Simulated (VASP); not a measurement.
Method: PBE GGA, VASP's PBE PAW potentials (set 64) (plane waves; VASP 6.6.1).

VASP input:

**INCAR**
```
! general
SYSTEM  = IrAu
PREC    = Accurate
ENCUT   = 300
LREAL   = .FALSE.
LASPH   = .TRUE.

! electronic loop
EDIFF   = 1E-6
NELM    = 100
ALGO    = Normal
LMAXMIX = 6

! smearing
ISMEAR  = -1
SIGMA   = 0.1

! functional
GGA     = PE

! ions
ISIF    = 2

! output
LWAVE   = .FALSE.
LCHARG  = .FALSE.
```

File KPOINTS:
```
Automatic
0
gamma
  11 11 11
```

**POSCAR**
```
IrAu
1
    1.3980270000     0.8071510000     4.4667810000
   -1.3980270000     0.8071510000     4.4667810000
    0.0000000000    -1.6143020000     4.4667810000
Ir Au
1 1
Direct
  0.0000000000   0.0000000000   0.0000000000
  0.5000000000   0.5000000000   0.5000000000
```

POTCAR, in this order: Ir Au (PBE.64 set). Program: vasp_std.

Output

### OSZICAR
```
       N       E                     dE             d eps       ncg     rms          rms(c)
DAV:   1     0.911353102158E+02    0.91135E+02   -0.72894E+03  4608   0.881E+02
DAV:   2    -0.982856562225E+01   -0.10096E+03   -0.95526E+02  4226   0.264E+02
DAV:   3    -0.121694905732E+02   -0.23409E+01   -0.22907E+01  5228   0.424E+01
DAV:   4    -0.121900602575E+02   -0.20570E-01   -0.20538E-01  4640   0.387E+00
DAV:   5    -0.121904819286E+02   -0.42167E-03   -0.42165E-03  5234   0.576E-01    0.186E+01
DAV:   6    -0.114569061969E+02    0.73358E+00   -0.23920E+00  4904   0.199E+01    0.119E+01
DAV:   7    -0.113731660472E+02    0.83740E-01   -0.12548E+00  5126   0.176E+01    0.442E+00
DAV:   8    -0.112938201087E+02    0.79346E-01   -0.36613E-01  5382   0.990E+00    0.213E+00
DAV:   9    -0.112890986294E+02    0.47215E-02   -0.20765E-02  4526   0.165E+00    0.270E-01
DAV:  10    -0.112887678859E+02    0.33074E-03   -0.15124E-03  5350   0.554E-01    0.879E-02
DAV:  11    -0.112887793964E+02   -0.11511E-04   -0.88255E-05  4946   0.909E-02    0.129E-02
DAV:  12    -0.112887770380E+02    0.23583E-05   -0.12104E-05  5320   0.549E-02    0.553E-03
DAV:  13    -0.112887768139E+02    0.22410E-06   -0.43485E-07  2566   0.700E-03
   1 F= -.11288777E+02 E0= -.11258052E+02  d E =-.614506E-01
```

OUTCAR:
```
------------------------ aborting loop because EDIFF is reached ----------------------------------------
  FORCE on cell =-STRESS in cart. coord.  units (eV):
  Direction    XX          YY          ZZ          XY          YZ          ZX
  --------------------------------------------------------------------------------------
  Total        2.4102780      2.4102764      3.6588102      0.0000000     -0.0000000      0.0000000
  in kB      127.6913452    127.6912615    193.8358960      0.0000000     -0.0000000      0.0000000
  external PRESSURE =     149.7395009 kB  Pullay stress =       0.0000000 kB
  volume of cell :       30.24
      direct lattice vectors                 reciprocal lattice vectors
     1.398027000  0.807151000  4.466781000     0.357646884  0.206487592  0.074624955
    -1.398027000  0.807151000  4.466781000    -0.357646884  0.206487592  0.074624955
     0.000000000 -1.614302000  4.466781000     0.000000000 -0.412975185  0.074624955
 POSITION                                       TOTAL-FORCE (eV/Angst)
 -----------------------------------------------------------------------------------
      0.00000      0.00000      0.00000        -0.000000      0.000000     -0.000000
      0.00000      0.00000      6.70017         0.000000     -0.000000      0.000000
 -----------------------------------------------------------------------------------
    total drift:                                0.000000     -0.000000      0.000000
  FREE ENERGIE OF THE ION-ELECTRON SYSTEM (eV)
  ---------------------------------------------------
  free  energy   TOTEN  =       -11.2887768139 eV

  energy  without entropy=      -11.2273262577  energy(sigma->0) =      -11.25805154
```
(Selected blocks of OUTCAR.)

File OUTCAR:
```
 val. band max:       10.1660848478   @ k =   0.2727   0.1818   0.0000

 cond. band min:      10.1932083389   @ k =  -0.4545  -0.4545   0.1818


 Fermi energy:        10.1761385067

 k-point     1 :       0.0000    0.0000    0.0000
  band No.  band energies     occupation
      1      -0.3953      2.00000
      2       2.4287      2.00000
      3       5.0895      2.00000
      4       5.0895      2.00000
      5       5.9826      2.00000
      6       5.9826      2.00000
      7       6.2520      2.00000
      8       8.2541      2.00000
      9       8.2541      2.00000
     10       9.5781      1.99496
     11      10.4765      0.09453
     12      10.4765      0.09453
     13      16.0606      0.00000
     14      24.1217      0.00000

 k-point     2 :       0.0909   -0.0000    0.0000
  band No.  band energies     occupation
      1      -0.0976      2.00000
      2       2.6665      2.00000
      3       4.9604      2.00000
      4       5.2700      2.00000
      5       5.7529      2.00000
      6       6.0479      2.00000
      7       6.3712      2.00000
      8       7.9672      2.00000
      9       8.3973      2.00000
     10       8.6412      2.00000
     11      10.3624      0.26879
     12      11.7899      0.00000
     13      16.0418      0.00000
     14      24.5419      0.00000

 k-point     3 :       0.1818   -0.0000    0.0000
  band No.  band energies     occupation
      1       0.7419      2.00000
      2       3.2702      2.00000
      3       4.6945      2.00000
      4       5.2074      2.00000
      5       5.7581      2.00000
      6       6.2066      2.00000
      7       6.5227      2.00000
      8       7.3485      2.00000
      9       7.9669      2.00000
     10       8.8637      2.00000
     11      10.0585      1.52875
     12      13.3379      0.00000
     13      16.3475      0.00000
     14      24.1172      0.00000

 k-point     4 :       0.2727    0.0000    0.0000
  band No.  band energies     occupation
...
```

At this cut-off the stress carries a Pulay error, which pulls relaxed volumes low. Unless said otherwise, spin-orbit coupling is left out, though it shifts the bands of the heavy elements here.

The structure was generated: IrAu was put into an ordered model structure, which need not be its known phase. The cell was not relaxed at this level, and its volume differs by -5.9 % from the start's.
